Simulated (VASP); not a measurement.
Set up this calculation in VASP 6.6.1, as the native input.

| Property | Result |
| --- | --- |
| Task | relaxation of cell and atoms |
| Functional | LDA |
| Potentials or basis | VASP PAW LDA potentials, release 64 (Sb) |
| Cutoff | 600 eV |
| k mesh | 14 × 14 × 14 |
| Occupations | gaussian, width 0.1 eV |
| Spin | no spin polarisation |
| Dipole correction | no |
| Further INCAR settings | ALGO = Normal; EDIFF = 1e-07; IBRION = 2; EDIFFG = -0.005; NSW = 70; ISIF = 3 |

The structure of Sb lies in POSCAR:

```
Sb
1.0
    3.1104611990      0.0000000000      0.0000000000
    0.0000000000      3.1104611990      0.0000000000
    0.0000000000      0.0000000000      3.1104611990
Sb
1
Direct
    0.0000000000      0.0000000000      0.0000000000
```

This isn't the form of Sb at room conditions, which is rhombohedral.

The input as run:

INCAR

```
SYSTEM = Sb
ALGO     = Normal         ! electronic algorithm
EDIFF    = 1E-7           ! SCF threshold, eV
EDIFFG   = -0.005         ! ionic threshold
ENCUT    = 600            ! plane-wave cutoff, eV
GGA      = CA             ! functional
IBRION   = 2              ! ionic algorithm
ISIF     = 3              ! what is computed and relaxed
ISMEAR   = 0              ! smearing method
LASPH    = .True.         ! aspherical terms in the spheres
LCHARG   = .False.        ! write CHGCAR
LREAL    = .False.        ! projectors in reciprocal space
LWAVE    = .False.        ! write WAVECAR
NELM     = 80             ! most SCF steps
NSW      = 70             ! ionic steps
PREC     = Accurate       ! precision mode
SIGMA    = 0.1            ! smearing width, eV
```

KPOINTS

```
k-points
0
Gamma
  14 14 14
  0 0 0
```

Potentials or basis: VASP PAW LDA potentials, release 64 (Sb).

Launch:

```sh
$ cat potpaw_LDA.64/Sb/POTCAR > POTCAR
$ mpirun -np 1 vasp_std > vasp.out
```

It gave:

| Quantity | Value |
| --- | --- |
| Relaxed volume | 28.23 Å³/atom |
| Relaxed cell | a = 3.045 Å, b = 3.045 Å, c = 3.045 Å, α = 90.00°, β = 90.00°, γ = 90.00° |
| Space group after relaxing (to 0.05 Å) | Pm-3m (No. 221) |
| Energy gained by relaxing | 22.1 meV/atom |
| Ionic steps | 3 |
| Pressure after relaxing | 0.0 GPa |
| Band gap on the k mesh | none (metal or under the smearing width) |

Run time: 18 s on 1 thread of Intel(R) Xeon(R) 6975P-C (Granite Rapids), on a shared host, peak memory 0.17 GiB.
